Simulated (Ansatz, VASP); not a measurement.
One calculation of BeSnAs4, two programs

```
Be Sn As
1.0
     0.00000    4.14957    4.14957
     4.14957    0.00000    4.14957
     4.14957    4.14957    0.00000
Be Sn As
1 1 4
Direct
  0.25000 0.25000 0.25000
  0.00000 0.00000 0.00000
  0.62527 0.62527 0.12418
  0.62527 0.62527 0.62527
  0.12418 0.62527 0.62527
  0.62527 0.12418 0.62527
```

Change from the starting cell: species swapped into the ZrScFe4 type (F-43m, No. 216).

Alike in both runs: task single point; functional PBE; k mesh 4 × 4 × 4; occupations gaussian, width 0.1 eV; no spin polarisation.

|  | VASP | Ansatz |
| --- | --- | --- |
| version | VASP 6.6.1 | Ansatz 0.2.0 |
| potentials or method | VASP PAW PBE potentials, release 64 (Be, Sn_d, As) | scalar-relativistic, plane waves, PAW |
| plane-wave cutoff (eV) | 520 | 420 |
| valence electrons in the cell | 36 | 76 |

```csv
,VASP,Ansatz,Ansatz less VASP
gap on the k mesh at the Fermi level (eV),none,none,-
pressure (GPa),-7.2,-7.2,-0.01
rms of the force components (eV/Å),0.020,0.019,-0.0003
```

Atom by atom the forces differ by 0.000 eV/Å (rms over components). A gap of «none» marks a metal or a gap that the smearing closes. The two sets of potentials don't hold the same shells in valence.
